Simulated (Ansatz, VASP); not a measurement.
# Cross-check of NaGeF3 between VASP and Ansatz, part 2 of 2

Wanted: the spread between two codes on one cell, functional and k mesh. The cell is generated by rule, not measured, and may not be a known phase. Of the first pair: The cell is taken from a series of runs on this material, whose earlier steps may have relaxed, scaled, displaced or heated it; both programs get it as it stands.

VASP 6.6.1 and Ansatz 0.2.0.

So far: The starting structure; Ansatz: relaxation of cell and atoms, PBEsol, pair 1; VASP: relaxation of cell and atoms, PBEsol, pair 1.

### 4. Differences

Known differences besides the potentials themselves: fixed occupations in Ansatz, narrow Gaussian smearing in VASP; the data sets hold 44 valence electrons in Ansatz (on its PAW soft_1 files) and 42 in VASP; the cutoff is 420 eV in Ansatz and 600 eV in VASP; Ansatz makes its cores anew for this functional, VASP keeps those of its PBE data sets; Ansatz adds a Pulay correction to the stress that steers its cell, VASP none. Total energies have different zeros and are not compared.

The two programs side by side:

```
                                         quantity  Ansatz   VASP  difference
                                      volume (Å³)   81.79  81.57     +0.27 %
edge a after relaxation, in the typed setting (Å)   4.341  4.337     +0.09 %
```

### 5. Ansatz: relaxation of cell and atoms, PBEsol, pair 2

The relaxed volume is the usual yardstick between codes: in a stiff, nearly cubic crystal its relative difference is about their pressure difference at one cell divided by the bulk modulus. Its start cell is another than that of the pair before, and may be another structure of the material.

The two relaxations start from unlike cells of this crystal (the structure described is Ansatz's start), so only their ends are compared.

input.yaml

```yaml
crystal:
  lattice:
    - [4.2701468888, 0.0, 0.0]
    - [0.0, 4.2701468888, 0.0]
    - [0.0, 0.0, 5.4769579776]
  atoms:
    - { symbol: Na, position: [0.0, 0.0, 0.1937683386] }
    - { symbol: Ge, position: [0.5, 0.5, 0.4499639696] }
    - { symbol: F, position: [0.5, 0.0, 0.3806185531] }
    - { symbol: F, position: [0.5, 0.5, 0.1124677683] }
    - { symbol: F, position: [0.0, 0.5, 0.3806185531] }
kpoints:
  mp_grid: { grid: [6, 6, 4] }
hamiltonian:
  xc: pbesol
  pseudopotentials: { kind: paw, azcp: { folder: soft_1 }, xc_functional: pbe }
scf:
  occupations: { method: fixed }
output:
  forces: true
  stress: true
  eigenvalues: true
relax:
  adjacent_minimum: "off"
  f_tol: 0.001
  max_steps: 60
  cell: { stress_tol: 0.01 }
```

Run with:

```bash
ansatz run input.yaml --threads 8 --pin off --max-ram 16384MiB --backend cpu --events-out ev --progress --plain --runs-dir out
```

Numbers of over 12 decimals in the logs are rounded to 6 here.

Log:

```text
[...]
Crystal: 5 atoms, lattice volume = 99.868 Å³
Basis set: ecut = 420 eV, 1971 PW (Γ), exchange–correlation on 60×60×80 points (8 copies of the dense FFT grid, shifted against one another)
Bands: 27, of which v1, the nominal top of the filled ones, is band 22 counted from 1 (21 counted from 0)
Symmetry: 8 space group operations
[...]
k-points: 30 of 144 (time reversal used)
[...]
--- Relaxed structure (7 steps of the walk, 7 accepted, 4 SCFs on fresh bases) ---
[...]
cell:  # Å, volume = 100.7632 Å³
    - [4.268874, 0.0, 0]
    - [0.0, 4.268874, 0.0]
    - [0, 0.0, 5.529363]
  atoms:
    - { symbol: Na, position: [0, 0.0, 0.194711] }
    - { symbol: Ge, position: [0.5, 0.5, 0.448653] }
    - { symbol: F, position: [0.5, 0.0, 0.379857] }
    - { symbol: F, position: [0.5, 0.5, 0.114359] }
    - { symbol: F, position: [0, 0.5, 0.379857] }
[key lines of the parts left out:]
SCF converged after 8 iterations
Free energy (F): -8133.623097 eV
Fermi energy:    1.247028 eV
P = ⅓ Tr σ = 0.0029 GPa (0.029 kbar)
```

### 6. VASP: relaxation of cell and atoms, PBEsol, pair 2

Its own start cell and the same functional and mesh now go to VASP, with its own data sets.

INCAR

```
SYSTEM = NaGeF3
PREC = Accurate
ENCUT = 600
EDIFF = 1E-07
NELM = 120
ISMEAR = 0
SIGMA = 0.01
LREAL = .FALSE.
ALGO = Normal
GGA = PS
NBANDS = 27
LORBIT = 11
LWAVE = .FALSE.
LCHARG = .FALSE.
ISIF = 3
IBRION = 2
NSW = 80
EDIFFG = -0.005
LASPH = .TRUE.
GGA_COMPAT = .FALSE.
NELMIN = 4
EFERMI = MIDGAP
KPAR = 2
```

POSCAR

```
NaGeF3
1.0
    4.2584280750      0.0000000000      0.0000000000
    0.0000000000      4.2584280750      0.0000000000
    0.0000000000      0.0000000000      5.1649465338
Na Ge F
1 1 3
Direct
    0.0000000000      0.0000000000      0.1822469744
    0.4999998829      0.4999998829      0.4613044238
    0.4999998829      0.0000000000      0.3864002034
    0.4999998829      0.4999998829      0.1010854294
    0.0000000000      0.4999998829      0.3864002034
```

KPOINTS

```
Automatic mesh
0
Gamma
6 6 4
0 0 0
```

PAW data sets: Na_pv, Ge_d and F (PBE family, release 64).

Run with:

```bash
mpirun -np 2 vasp_std
```

Log:

```text
[banner, memory and clock lines left out]
running    2 mpi-ranks, on    1 nodes
[...]
[... a notice as in an earlier step ...]

 LDA part: xc-table for (Slater+PW92), standard interpolation
 POSCAR, INCAR and KPOINTS ok, starting setup
[...]
entering main loop
       N       E                     dE             d eps       ncg     rms          rms(c)
DAV:   1     0.530877373931E+03    0.53088E+03   -0.23639E+04  1955   0.300E+03
DAV:   2     0.554107552107E+02   -0.47547E+03   -0.45784E+03  1863   0.849E+02
DAV:   3    -0.214027694434E+02   -0.76814E+02   -0.76336E+02  1798   0.216E+02
DAV:   4    -0.255595426162E+02   -0.41568E+01   -0.41465E+01  1975   0.586E+01
[...]
DAV:  14    -0.235131579782E+02   -0.26608E-05   -0.36152E-06  1769   0.175E-02    0.180E-03
DAV:  15    -0.235131581934E+02   -0.21517E-06   -0.65753E-07  1698   0.167E-02    0.114E-03
DAV:  16    -0.235131581843E+02    0.91022E-08   -0.15440E-07  1215   0.532E-03
   1 F= -.23513158E+02 E0= -.23513158E+02  d E =-.235132E+02
[... from here on, the cycles between the ionic steps are left out ...]
   2 F= -.23513172E+02 E0= -.23513172E+02  d E =-.135716E-04
   3 F= -.23513172E+02 E0= -.23513172E+02  d E =-.134337E-04
   4 F= -.23513172E+02 E0= -.23513172E+02  d E =-.135381E-04
   5 F= -.23513172E+02 E0= -.23513172E+02  d E =-.135615E-04
   6 F= -.23513172E+02 E0= -.23513172E+02  d E =-.135545E-04
   7 F= -.23513172E+02 E0= -.23513172E+02  d E =-.135701E-04
   8 F= -.23513179E+02 E0= -.23513179E+02  d E =-.691877E-05
 trial-energy change:   -0.000007  1 .order   -0.000007   -0.000013   -0.000002
 step:   1.1918(harm=  1.1918)  dis= 0.00033  next Energy=   -23.513179 (dE=-0.731E-05)
 reached required accuracy - stopping structural energy minimisation
```

OUTCAR, selected parts (step 6):

```text
  Total       -0.0033942     -0.0033942      0.0089638      0.0000000      0.0000000      0.0000000
  in kB       -0.0579785     -0.0579785      0.1531161      0.0000000      0.0000000      0.0000000
  external PRESSURE =       0.0123864 kB  Pullay stress =       0.0000000 kB

 POSITION                                       TOTAL-FORCE (eV/Angst)
 -----------------------------------------------------------------------------------
      0.00000      0.00000      0.94174         0.000000     -0.000000      0.004683
      2.13042      2.13042      2.38263         0.000000     -0.000000     -0.003460
      2.13042      4.26084      1.99650         0.000000     -0.000000      0.000233
      2.13042      2.13042      0.52240         0.000000     -0.000000     -0.001689
      0.00000      2.13042      1.99650         0.000000      0.000000      0.000233
 -----------------------------------------------------------------------------------
    total drift:                                0.002286      0.002286      0.002147

  FREE ENERGIE OF THE ION-ELECTRON SYSTEM (eV)
  ---------------------------------------------------
  free  energy   TOTEN  =       -23.5131786732 eV

  energy  without entropy=      -23.5131786732  energy(sigma->0) =      -23.51317867

[... 1 part as in an earlier step ...]

[... 3 further parts left out ...]
[key lines of the parts left out:]
E-fermi :   1.5049
```

### 7. Differences

What differs besides the data sets and the points named for the pairs above, as far as they apply: the data sets hold 44 valence electrons in Ansatz (on its PAW soft_1 files) and 42 in VASP. Total energies have different zeros and are not compared.

Compared:

```
                                         quantity  Ansatz   VASP  difference
                                      volume (Å³)  100.76  93.80     +7.43 %
edge a after relaxation, in the typed setting (Å)   4.269  4.261     +0.19 %
edge c after relaxation, in the typed setting (Å)   5.529  5.167     +7.02 %
```

### 8. Ansatz: relaxation of cell and atoms, PBEsol, pair 3

The relaxed volume is the usual yardstick between codes: in a stiff, nearly cubic crystal its relative difference is about their pressure difference at one cell divided by the bulk modulus. This pair takes another cell of the material, with 10 atoms against 5 for the pair before.

The two relaxations start from unlike cells of this crystal (the structure described is Ansatz's start), so only their ends are compared.

input.yaml, the sections that differ from step 5:

```yaml
crystal:
  lattice:
    - [4.0216284023, -2.3929087864, 0.0]
    - [4.0216284023, 2.3929087864, 0.0]
    - [0.0, 0.0, 8.6184649822]
  atoms:
    - { symbol: Na, position: [0.0, 0.0, 0.0] }
    - { symbol: Na, position: [0.0, 0.0, 0.5] }
    - { symbol: Ge, position: [0.517047302, 0.482952698, 0.25] }
    - { symbol: Ge, position: [0.482952698, 0.517047302, 0.75] }
    - { symbol: F, position: [0.5, 0.5, 0.0] }
    - { symbol: F, position: [0.5, 0.5, 0.5] }
    - { symbol: F, position: [0.3833601369, 0.9247017841, 0.25] }
    - { symbol: F, position: [0.6166398631, 0.0752982159, 0.75] }
    - { symbol: F, position: [0.0752982159, 0.6166398631, 0.25] }
    - { symbol: F, position: [0.9247017841, 0.3833601369, 0.75] }
# kpoints, hamiltonian, scf, output, relax: as in step 5
```

Run with:

```bash
ansatz run input.yaml --threads 8 --pin off --max-ram 16384MiB --backend cpu --events-out ev --progress --plain --runs-dir out
```

Log:

```text
[...]
Crystal: 10 atoms, lattice volume = 165.878 Å³
Basis set: ecut = 420 eV, 3243 PW (Γ), exchange–correlation on 64×64×120 points (8 copies of the dense FFT grid, shifted against one another)
Bands: 54, of which v1, the nominal top of the filled ones, is band 44 counted from 1 (43 counted from 0)
Symmetry: 8 space group operations
[...]
k-points: 39 of 144
[...]
- { symbol: Ge, position: [0.517024, 0.482976, 0.250000] }
    - { symbol: Ge, position: [0.482976, 0.517024, 0.750000] }
    - { symbol: F, position: [0.5, 0.5, 0] }
    - { symbol: F, position: [0.5, 0.5, 0.500000] }
    - { symbol: F, position: [0.383218, 0.924645, 0.250000] }
    - { symbol: F, position: [0.616782, 0.075355, 0.750000] }
    - { symbol: F, position: [0.075355, 0.616782, 0.250000] }
    - { symbol: F, position: [0.924645, 0.383218, 0.750000] }
[key lines of the parts left out:]
SCF converged after 7 iterations
Free energy (F): -16267.282110 eV
Fermi energy:    2.777367 eV
P = ⅓ Tr σ = 0.0007 GPa (0.007 kbar)
```

### 9. VASP: relaxation of cell and atoms, PBEsol, pair 3

Its own start cell and the same functional and mesh now go to VASP, with its own data sets.

Changes to INCAR since step 6:

```diff
@@ -10,3 +10,3 @@
 GGA = PS
-NBANDS = 27
+NBANDS = 52
 LORBIT = 11
```

POSCAR

```
NaGeF3
1.0
    3.9264597492     -2.3923292794      0.0000000000
    3.9264597492      2.3923292794      0.0000000000
    0.0000000000      0.0000000000      8.6050495926
Na Ge F
2 2 6
Direct
    0.0000000000      0.0000000000      0.0000000000
    0.0000000000      0.0000000000      0.4999999420
    0.5183284465      0.4816715535      0.2499999710
    0.4816715535      0.5183284465      0.7500000290
    0.5000000000      0.5000000000      0.0000000000
    0.5000000000      0.5000000000      0.4999999420
    0.3840702106      0.9304976840      0.2499999710
    0.6159299137      0.0695024403      0.7500000290
    0.0695024403      0.6159299137      0.2499999710
    0.9304976840      0.3840702106      0.7500000290
```

KPOINTS is that of step 6.

Run with:

```bash
mpirun -np 2 vasp_std
```

Log:

```text
[banner, memory and clock lines left out]
running    2 mpi-ranks, on    1 nodes
[...]
[... a notice as in an earlier step ...]

 LDA part: xc-table for (Slater+PW92), standard interpolation
 POSCAR, INCAR and KPOINTS ok, starting setup
[...]
entering main loop
       N       E                     dE             d eps       ncg     rms          rms(c)
DAV:   1     0.128525745545E+04    0.12853E+04   -0.44729E+04  5336   0.333E+03
DAV:   2     0.217451638017E+03   -0.10678E+04   -0.10068E+04  4568   0.104E+03
DAV:   3    -0.276328002994E+02   -0.24508E+03   -0.24064E+03  4368   0.290E+02
DAV:   4    -0.501243249273E+02   -0.22492E+02   -0.22309E+02  4768   0.991E+01
[...]
DAV:  14    -0.470468885685E+02   -0.23811E-05   -0.48555E-06  5256   0.274E-02    0.283E-03
DAV:  15    -0.470468894613E+02   -0.89281E-06   -0.24336E-06  4192   0.132E-02    0.239E-03
DAV:  16    -0.470468894293E+02    0.31969E-07   -0.35292E-07  3800   0.914E-03
   1 F= -.47046889E+02 E0= -.47046889E+02  d E =-.470469E+02
[... from here on, the cycles between the ionic steps are left out ...]
   2 F= -.47046910E+02 E0= -.47046910E+02  d E =-.206588E-04
   3 F= -.47046910E+02 E0= -.47046910E+02  d E =-.206037E-04
   4 F= -.47046928E+02 E0= -.47046928E+02  d E =-.179897E-04
 trial-energy change:   -0.000018  1 .order   -0.000017   -0.000023   -0.000011
 step:   1.4542(harm=  1.8943)  dis= 0.00073  next Energy=   -47.046931 (dE=-0.206E-04)
 reached required accuracy - stopping structural energy minimisation
```

OUTCAR, selected parts (step 9):

```text
  Total        0.0163137      0.0008538     -0.0007900      0.0000000     -0.0000000      0.0000000
  in kB        0.1614958      0.0084518     -0.0078206      0.0000000     -0.0000000      0.0000000
  external PRESSURE =       0.0540423 kB  Pullay stress =       0.0000000 kB

 POSITION                                       TOTAL-FORCE (eV/Angst)
 -----------------------------------------------------------------------------------
      3.92849      2.39288      0.00000         0.000000      0.000000      0.000000
      3.92849      2.39288      4.30423         0.000000     -0.000000      0.000000
      3.92849     -0.08728      2.15211         0.000000      0.003956     -0.000000
      3.92849      0.08728      6.45634         0.000000     -0.003956     -0.000000
      3.92849      0.00000      0.00000         0.000000      0.000000      0.000000
      3.92849      0.00000      4.30423         0.000000     -0.000000      0.000000
      5.16438      1.30728      2.15211        -0.002922     -0.002301     -0.000000
      2.69260     -1.30728      6.45634         0.002922      0.002301      0.000000
      2.69260      1.30728      2.15211         0.002922     -0.002301     -0.000000
      5.16438     -1.30728      6.45634        -0.002922      0.002301      0.000000
 -----------------------------------------------------------------------------------
    total drift:                               -0.003333      0.000476      0.000818

  FREE ENERGIE OF THE ION-ELECTRON SYSTEM (eV)
  ---------------------------------------------------
  free  energy   TOTEN  =       -47.0469280228 eV

  energy  without entropy=      -47.0469280228  energy(sigma->0) =      -47.04692802

[... 1 part as in an earlier step ...]

[... 3 further parts left out ...]
[key lines of the parts left out:]
E-fermi :   2.3895
```

### 10. Side by side

What differs besides the data sets and the points named for the pairs above, as far as they apply: the data sets hold 88 valence electrons in Ansatz (on its PAW soft_1 files) and 84 in VASP. Total energies have different zeros and are not compared.

The two programs side by side:

```
                                         quantity  Ansatz    VASP  difference
                                      volume (Å³)  165.96  161.85     +2.54 %
edge a after relaxation, in the typed setting (Å)   4.682   4.600     +1.78 %
edge c after relaxation, in the typed setting (Å)   8.619   8.608     +0.12 %
```

### 11. Outcome

```json
{"difference in volume (relaxation of cell and atoms, PBEsol, pair 1)": "0.27 %", "difference in volume (relaxation of cell and atoms, PBEsol, pair 2)": "7.4 %", "difference in volume (relaxation of cell and atoms, PBEsol, pair 3)": "2.5 %"}
```

The difference in volume is 7.4 % (relaxation of cell and atoms, PBEsol, pair 2), beyond the 1.2 % picked in this series as the mark of a large difference, as far as the stopping tolerances let one tell. The data sets hold unlike numbers of valence electrons (44 in Ansatz and 42 in VASP and 88 in Ansatz and 84 in VASP), so part of the differences comes from the potentials. What causes the difference of the relaxation of cell and atoms, PBEsol, pair 2 pair stays open here. What causes the difference of the relaxation of cell and atoms, PBEsol, pair 3 pair stays open here. 3 further runs of this series are not shown here. Such differences can come from data sets, numerical settings and the points named under the comparisons, not from the functional's error against experiment.

[Lines on the potential files, build, host, timing and source positions are cut from VASP's logs without a mark.]

[Logs are printed without paths, hosts, clocks, repeated set-up lines and the standing remarks that a program may print on its own settings, such as how far it seeks lower states.]

[Hosts, paths, dates, database ids (printed as entryN), source tags and the programs' standing remarks are cut or masked in the printed files.]
